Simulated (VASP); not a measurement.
An input for Ansatz (written as the equivalent of a VASP run, and not itself run):

Ansatz 0.2 input:
```yaml
crystal:
  lattice:
    - [0.0000000, 3.3705834, 3.3705834]
    - [3.3705834, 0.0000000, 3.3705834]
    - [3.3705834, 3.3705834, 0.0000000]
  atoms:
    - { symbol: Mg, position: [0.2500000, 0.2500000, 0.2500000] }
    - { symbol: Mg, position: [0.7500000, 0.7500000, 0.7500000] }
    - { symbol: Sn, position: [0.0000000, 0.0000000, 0.0000000] }
kpoints:
  mp_grid: { grid: [11, 11, 11] }
hamiltonian:
  xc: pbesol
  pseudopotentials: { kind: paw }
scf:
  occupations: { method: tetrahedron }
  max_iter: 100
output: { forces: true, stress: true, eigenvalues: true }
```

Q: Translate this input to VASP (INCAR, KPOINTS, POSCAR, choice of POTCAR).

A: One answer among several that fit: 
**KPOINTS**
```
Automatic mesh
0
gamma
 11 11 11
```

File POSCAR:
```
Mg2Sn
1
    0.0000000000     3.3705834124     3.3705834124
    3.3705834124     0.0000000000     3.3705834124
    3.3705834124     3.3705834124     0.0000000000
Mg Sn
2 1
Direct
  0.2500000000   0.2500000000   0.2500000000
  0.7500000000   0.7500000000   0.7500000000
  0.0000000000   0.0000000000   0.0000000000
```

INCAR:
```
SYSTEM = Mg2Sn
PREC = Accurate; ENCUT = 520; LREAL = F
LASPH = T
EDIFF = 1E-7; NELM = 100; ALGO = Normal
LMAXMIX = 4
ISMEAR = -5
GGA = PS
ISIF = 2
LWAVE = F; LCHARG = T; LORBIT = 11
NEDOS = 601
```

POTCAR, in this order: Mg Sn_d (PBE.64 set). Program: vasp_std.

The two are equivalent in intent, not identical: each code has its own PAW files, so the cut-off isn't converted (ENCUT is set for VASP's; basis.ecutwfc is left out, and Ansatz then takes the one that its files recommend); Ansatz stops its SCF on the density residual and VASP on the energy change (EDIFF).

The compound is Mg2Sn in the antifluorite structure. It was relaxed first.
